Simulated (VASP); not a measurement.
Input:

```
AuIn3Sr
1.0
   -2.30010     2.30010     6.25126
    2.30010    -2.30010     6.25126
    2.30010     2.30010    -6.25126
Sr In Au
1 3 1
Direct
  0.99792   0.99792   0.00000
  0.23102   0.73102   0.50000
  0.73102   0.23102   0.50000
  0.38299   0.38299   0.00000
  0.59883   0.59883   0.00000
```

Method: PBEsol GGA, VASP's PBE PAW potentials (set 64) (plane waves; VASP). Numerical set-up: 300 eV cut-off, 6×6×6 Γ-centred mesh, Gaussian smearing of 0.10 eV, potentials Sr_sv In_d Au.

Give the energies of bands 22 to 35 at the high-symmetry points, in eV from the Fermi level.

| band | Γ | X | P | N | M | S | R |
|---|---|---|---|---|---|---|---|
| 22 | -5.15 | -5.76 | -5.87 | -5.30 | -5.17 | -5.30 | -5.73 |
| 23 | -4.79 | -5.02 | -5.08 | -4.71 | -4.81 | -4.68 | -4.92 |
| 24 | -4.79 | -4.30 | -4.30 | -4.69 | -4.71 | -4.63 | -4.38 |
| 25 | -4.40 | -4.26 | -4.23 | -4.47 | -4.71 | -4.47 | -4.34 |
| 26 | -3.97 | -4.14 | -4.13 | -4.27 | -4.40 | -4.32 | -4.21 |
| 27 | -3.64 | -4.09 | -3.84 | -3.46 | -1.12 | -4.26 | -4.03 |
| 28 | -0.90 | -3.57 | -3.84 | -2.92 | -1.12 | -1.47 | -3.08 |
| 29 | -0.78 | -2.20 | -2.09 | 0.06 | -0.88 | -0.62 | -2.40 |
| 30 | -0.78 | -1.67 | -1.38 | 0.29 | 0.07 | -0.18 | -1.44 |
| 31 | 1.49 | -1.10 | -1.38 | 1.07 | 1.50 | 1.20 | -1.01 |
| 32 | 1.85 | 1.46 | 0.76 | 1.44 | 1.76 | 1.93 | 1.44 |
| 33 | 1.85 | 2.33 | 2.69 | 1.53 | 2.16 | 2.24 | 2.35 |
| 34 | 2.29 | 2.37 | 2.69 | 2.41 | 2.16 | 2.49 | 2.42 |
| 35 | 3.43 | 3.03 | 3.63 | 2.81 | 2.31 | 3.12 | 3.18 |

It has no gap at this level: it comes out as a metal or semimetal.

The structure comes from a computed database's SrIn3Au entry (I4mm); how it stands against other phases isn't given here. The cell was not relaxed at this level. The k-mesh is coarse (spacing up to 0.32 per Å, 2π included), so the numbers may not be converged in it.
